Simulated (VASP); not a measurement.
These are PBEsol GGA, VASP's PBE PAW potentials (set 64) (plane waves; VASP) values and carry that method's errors.

VASP input:

File KPOINTS:
```
Automatic mesh
0
Gamma
11 11 6
0 0 0
```

File POSCAR:
```
Sc
1.0
  1.6550000000  -2.8665440000   0.0000000000
  1.6550000000   2.8665440000   0.0000000000
  0.0000000000   0.0000000000   5.2700000000
Sc
2
Cart
  1.6550000000   0.9555165777   1.3175000000
  1.6550000000  -0.9555165777   3.9525000000
```

**INCAR**
```
SYSTEM = Sc
PREC = Accurate
ENCUT = 520
EDIFF = 1E-6
NELM = 100
ALGO = Normal
LREAL = .FALSE.
LASPH = .TRUE.
ISMEAR = 1
SIGMA = 0.1
GGA = PS
LMAXMIX = 4
LWAVE = .FALSE.
LCHARG = .FALSE.
IBRION = 2
ISIF = 3
NSW = 60
EDIFFG = -0.01
```

POTCAR, in this order: Sc_sv (PBE.64 set). Program: vasp_std.

Energy and stress use the plane-wave basis of the starting cell.

Q: What does the run give for the energy per atom (σ→0), volume per atom, band gap (on the k-mesh)?

A: 
```json
{
 "energy per atom (σ→0)": "-6.607 eV/atom",
 "band gap (on the k-mesh)": "none (metal, semimetal or under 0.01 eV)",
 "volume_per_atom": "23.62 Å³/atom"
}
```

File OSZICAR:
```
...
   7 F= -.13213441E+02 E0= -.13214082E+02  d E =-.159381E-02
       N       E                     dE             d eps       ncg     rms          rms(c)
DAV:   1    -0.132139096804E+02   -0.46854E-03   -0.13726E-02  2439   0.187E+00    0.148E-01
DAV:   2    -0.132134912403E+02    0.41844E-03   -0.11868E-03  2456   0.490E-01    0.443E-02
DAV:   3    -0.132134529401E+02    0.38300E-04   -0.19710E-04  2676   0.188E-01    0.185E-02
DAV:   4    -0.132134510266E+02    0.19135E-05   -0.10426E-05  2588   0.451E-02    0.407E-03
DAV:   5    -0.132134507509E+02    0.27565E-06   -0.18448E-06  1226   0.223E-02
   8 F= -.13213451E+02 E0= -.13214096E+02  d E =-.957534E-05
```

The compound is Sc in the hcp structure. This run relaxes it. Symmetry was kept, so distortions that lower it aren't found.
